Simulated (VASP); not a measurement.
Output of a VASP run:

OSZICAR:
```
...
DAV:  13    -0.819802144945E+01    0.14760E-02   -0.14472E-03   782   0.208E-01    0.104E+00
DAV:  14    -0.819738420688E+01    0.63724E-03   -0.78521E-04   688   0.160E-01    0.933E-01
DAV:  15    -0.819717368722E+01    0.21052E-03   -0.44495E-04   678   0.130E-01    0.837E-01
DAV:  16    -0.819717305744E+01    0.62979E-06   -0.24602E-04   650   0.106E-01    0.750E-01
DAV:  17    -0.819726891053E+01   -0.95853E-04   -0.14514E-04   644   0.896E-02    0.671E-01
DAV:  18    -0.819740345891E+01   -0.13455E-03   -0.89534E-05   656   0.777E-02    0.600E-01
DAV:  19    -0.819754748575E+01   -0.14403E-03   -0.57394E-05   632   0.680E-02    0.535E-01
DAV:  20    -0.819768678605E+01   -0.13930E-03   -0.39310E-05   668   0.605E-02    0.477E-01
DAV:  21    -0.819781497654E+01   -0.12819E-03   -0.27865E-05   614   0.540E-02    0.424E-01
DAV:  22    -0.819792974284E+01   -0.11477E-03   -0.20851E-05   650   0.483E-02    0.378E-01
DAV:  23    -0.819803074871E+01   -0.10101E-03   -0.15762E-05   596   0.434E-02    0.336E-01
DAV:  24    -0.819811868515E+01   -0.87936E-04   -0.12394E-05   638   0.390E-02    0.299E-01
DAV:  25    -0.819819467537E+01   -0.75990E-04   -0.97607E-06   590   0.349E-02    0.265E-01
DAV:  26    -0.819825998679E+01   -0.65311E-04   -0.78304E-06   638   0.313E-02    0.236E-01
DAV:  27    -0.819831588890E+01   -0.55902E-04   -0.62892E-06   602   0.281E-02    0.209E-01
DAV:  28    -0.819836358432E+01   -0.47695E-04   -0.51028E-06   620   0.252E-02    0.186E-01
DAV:  29    -0.819840417147E+01   -0.40587E-04   -0.41389E-06   584   0.225E-02    0.165E-01
DAV:  30    -0.819843863374E+01   -0.34462E-04   -0.33772E-06   656   0.202E-02    0.147E-01
DAV:  31    -0.819846783901E+01   -0.29205E-04   -0.27484E-06   584   0.181E-02    0.130E-01
DAV:  32    -0.819849254807E+01   -0.24709E-04   -0.22460E-06   616   0.162E-02    0.116E-01
DAV:  33    -0.819851342041E+01   -0.20872E-04   -0.18250E-06   538   0.145E-02    0.103E-01
DAV:  34    -0.819853102688E+01   -0.17606E-04   -0.15190E-06   510   0.132E-02    0.914E-02
DAV:  35    -0.819854586304E+01   -0.14836E-04   -0.12600E-06   442   0.118E-02    0.812E-02
DAV:  36    -0.819855835395E+01   -0.12491E-04   -0.10541E-06   418   0.105E-02    0.721E-02
DAV:  37    -0.819856886215E+01   -0.10508E-04   -0.84523E-07   412   0.908E-03    0.641E-02
DAV:  38    -0.819857769221E+01   -0.88301E-05   -0.68721E-07   400   0.798E-03    0.569E-02
DAV:  39    -0.819858510486E+01   -0.74126E-05   -0.55973E-07   400   0.715E-03    0.506E-02
DAV:  40    -0.819859132267E+01   -0.62178E-05   -0.46512E-07   376   0.653E-03    0.450E-02
DAV:  41    -0.819859653470E+01   -0.52120E-05   -0.38439E-07   346   0.592E-03    0.400E-02
DAV:  42    -0.819860090064E+01   -0.43659E-05   -0.32025E-07   346   0.536E-03    0.355E-02
DAV:  43    -0.819860455544E+01   -0.36548E-05   -0.26375E-07   304   0.483E-03    0.316E-02
DAV:  44    -0.819860761339E+01   -0.30580E-05   -0.22082E-07   316   0.441E-03    0.281E-02
DAV:  45    -0.819861017014E+01   -0.25567E-05   -0.18290E-07   292   0.401E-03    0.250E-02
DAV:  46    -0.819861230690E+01   -0.21368E-05   -0.15250E-07   280   0.366E-03    0.223E-02
DAV:  47    -0.819861409158E+01   -0.17847E-05   -0.12753E-07   298   0.333E-03    0.198E-02
DAV:  48    -0.819861558140E+01   -0.14898E-05   -0.10638E-07   304   0.304E-03    0.176E-02
DAV:  49    -0.819861682442E+01   -0.12430E-05   -0.88309E-08   280   0.276E-03    0.157E-02
DAV:  50    -0.819861786097E+01   -0.10366E-05   -0.74002E-08   298   0.252E-03    0.140E-02
DAV:  51    -0.819861872482E+01   -0.86385E-06   -0.61491E-08   280   0.229E-03
   1 F= -.81986187E+01 E0= -.81986187E+01  d E =-.198648E-11
```

### OUTCAR
```
------------------------ aborting loop because EDIFF is reached ----------------------------------------
  FORCE on cell =-STRESS in cart. coord.  units (eV):
  Direction    XX          YY          ZZ          XY          YZ          ZX
  --------------------------------------------------------------------------------------
  Total       -0.2294326     -0.2294326     -0.2294326      0.0000000     -0.0000000      0.0000000
  in kB       -6.0446475     -6.0446475     -6.0446475      0.0000000     -0.0000000      0.0000000
  external PRESSURE =      -6.0446475 kB  Pullay stress =       0.0000000 kB
  volume of cell :       60.81
      direct lattice vectors                 reciprocal lattice vectors
     0.000000000  3.121200000  3.121200000    -0.160194797  0.160194797  0.160194797
     3.121200000  0.000000000  3.121200000     0.160194797 -0.160194797  0.160194797
     3.121200000  3.121200000  0.000000000     0.160194797  0.160194797 -0.160194797
  FREE ENERGIE OF THE ION-ELECTRON SYSTEM (eV)
  ---------------------------------------------------
  free  energy   TOTEN  =        -8.1986187248 eV

  energy  without entropy=       -8.1986187248  energy(sigma->0) =       -8.19861872
```
(Selected blocks of OUTCAR.)

**POSCAR**
```
PbSe
1
    0.0000000000     3.1212000000     3.1212000000
    3.1212000000     0.0000000000     3.1212000000
    3.1212000000     3.1212000000     0.0000000000
Pb Se
1 1
Direct
  0.0000000000   0.0000000000   0.0000000000
  0.5000000000   0.5000000000   0.5000000000
```

Reconstruct the remaining input files.

Several could match; the one computed here: the input of the run itself, PBE GGA, plane waves, VASP's PBE PAW potentials (set 64).

### INCAR
```
LMAXMIX=4
LASPH=.TRUE.   # aspherical one-centre terms
SYSTEM=PbSe
LCHARG=.FALSE.
LREAL=.FALSE.   # projection in real space or not
IMIX=1
ISIF=2   # forces and stress, cell fixed
PREC=Accurate
ENCUT=400
BMIX=0.0001
ALGO=Normal
AMIX=0.1
EDIFF=1E-6
NELM=100   # most electronic steps
ISMEAR=0
LWAVE=.FALSE.
GGA=PE   # PBE
SIGMA=0.05   # width (eV)
```

### KPOINTS
```
Automatic mesh
0
gamma
  7 7 7
```

POTCAR, in this order: Pb_d Se (PBE.64 set). Program: vasp_std.

The compound is PbSe in the rock salt structure. The cell was not relaxed at this level. The run is one of a series of settings (AMIX = 0.1, BMIX = 0.0001, IMIX = 1 against the base run), some of them coarse on purpose.
